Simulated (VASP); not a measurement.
An input for Quantum ESPRESSO's pw.x (written as the equivalent of a VASP run, and not itself run):

```
&CONTROL
  calculation = 'scf'
  pseudo_dir = './pseudo'
  outdir = './out'
  tprnfor = .true.
  tstress = .true.
/
&SYSTEM
  ibrav = 0
  nat = 4
  ntyp = 2
  ecutwfc = 84
  occupations = 'smearing'
  smearing = 'gaussian'
  degauss = 0.00735
  input_dft = 'pbesol'
/
&ELECTRONS
  conv_thr = 7.3e-08
  electron_maxstep = 100
/
ATOMIC_SPECIES
  Ti 47.867 Ti.upf
  Pt 195.084 Pt.upf
CELL_PARAMETERS angstrom
     3.9200000    0.0000000    0.0000000
     0.0000000    3.9200000    0.0000000
     0.0000000    0.0000000    3.9200000
ATOMIC_POSITIONS crystal
  Ti  -0.0062980  0.0137430  0.0128030
  Pt   0.0102210  0.4885020  0.4920370
  Pt   0.4883600  0.0102460  0.4928190
  Pt   0.5077170  0.4875090  0.0023410
K_POINTS automatic
  5 5 5 0 0 0
```

**Question.** Write the VASP files for the same calculation (PBEsol).

**Answer.** Several could match; the one computed here: 
**KPOINTS**
```
Automatic mesh
0
Gamma
5 5 5
0 0 0
```

INCAR:
```
! general
SYSTEM   =  Pt3Ti
PREC     =  Accurate
ENCUT    =  300   ! plane-wave cut-off (eV)
LREAL    =  .FALSE.   ! projection in real space or not
LASPH    =  .TRUE.

! electronic loop
EDIFF    =  1E-6
NELM     =  100
ALGO     =  Normal
LMAXMIX  =  6

! smearing
ISMEAR   =  0   ! Gaussian
SIGMA    =  0.1

! functional
GGA      =  PS

! ions
ISIF     =  2

! output
LWAVE    =  .FALSE.
LCHARG   =  .FALSE.
```

### POSCAR
```
Pt3Ti
1
    3.9200000000     0.0000000000     0.0000000000
    0.0000000000     3.9200000000     0.0000000000
    0.0000000000     0.0000000000     3.9200000000
Ti Pt
1 3
Direct
 -0.0062980000   0.0137430000   0.0128030000
  0.0102210000   0.4885020000   0.4920370000
  0.4883600000   0.0102460000   0.4928190000
  0.5077170000   0.4875090000   0.0023410000
```

POTCAR, in this order: Ti_sv Pt (PBE.64 set). Program: vasp_std.

Limits of the translation: the potentials are each code's own (VASP's PAW set, PseudoDojo norm-conserving files in pw.x), so ENCUT and ecutwfc are chosen apart and not converted; conv_thr bounds pw.x's estimated SCF error, while EDIFF bounds the energy change between steps.

The structure is a typed Pt3Ti crystal. The cell was not relaxed at this level, atoms are displaced from their ideal sites. The k-mesh is coarse (spacing up to 0.32 per Å, 2π included), so the numbers may not be converged in it. The run is one of a series of settings (GGA = PS against the base run), some of them coarse on purpose.
